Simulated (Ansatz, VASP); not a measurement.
Two plane-wave programs on TaGa2

Contents of INCAR:

```
ALGO = Fast
EDIFF = 1E-7
ENCUT = 520
GGA = PS
ISIF = 2
ISMEAR = 0
LASPH = True
LCHARG = True
LELF = True
LREAL = False
LVHAR = True
LWAVE = False
NBANDS = 26
NELM = 100
PREC = Accurate
SIGMA = 0.05
```

KPOINTS

```
k-points
0
Gamma
  10 10 10
```

Contents of POSCAR:

```
TaGa2
1.0
    0.0000000000      3.1113488517      3.1113488517
    3.1113488517      0.0000000000      3.1113488517
    3.1113488517      3.1113488517      0.0000000000
Ta Ga
1 2
Direct
    0.0000000000      0.0000000000      0.0000000000
    0.2500000000      0.2500000000      0.2500000000
    0.7500000000      0.7500000000      0.7500000000
```

Input for Ansatz:

```yaml
crystal:
  lattice:
    - [0.0, 3.1113488517, 3.1113488517]
    - [3.1113488517, 0.0, 3.1113488517]
    - [3.1113488517, 3.1113488517, 0.0]
  atoms:
    - { symbol: Ta, position: [0.0, 0.0, 0.0] }
    - { symbol: Ga, position: [0.25, 0.25, 0.25] }
    - { symbol: Ga, position: [0.75, 0.75, 0.75] }
basis:
  ecutwfc: 420
  ecutrho_ratio: 4
kpoints:
  mp_grid: { grid: [10, 10, 10] }
hamiltonian:
  xc: pbesol
scf:
  occupations: { method: gaussian, width: 0.05 }
output:
  forces: true
  stress: true
  eigenvalues: true
  write_density: true
  write_potential: true
  elf: true
  volumetric_format: npy
```

Alike in both runs: task single point; functional PBEsol; k mesh 10 × 10 × 10; occupations gaussian, width 0.05 eV; no spin polarisation.

|  | VASP | Ansatz |
| --- | --- | --- |
| version | VASP 6.6.1 | Ansatz 0.2.0 |
| potentials or method | VASP PAW PBE potentials, release 64 (Ta_pv, Ga_d) | scalar-relativistic, plane waves, PAW |
| plane-wave cutoff (eV) | 520 | 420 |
| valence electrons in the cell | 37 | 39 |

Ansatz gave:

| Item | Value |
| --- | --- |
| gap on the k mesh at the Fermi level (eV) | none |
| pressure (GPa) | -3.5 |

Q: Estimate VASP's values.

A: gap on the k mesh at the Fermi level (eV): none; pressure (GPa): -3.4.

A gap of «none» marks a metal or a gap that the smearing closes. With one functional, cell and mesh, what is left measures potentials, basis and numerics. The two sets of potentials don't hold the same shells in valence.

Caveats: the PAW data sets were made with another functional, which shifts forces and pressure a little (VASP). Spin-orbit coupling is left out, which matters for the levels of Ta.
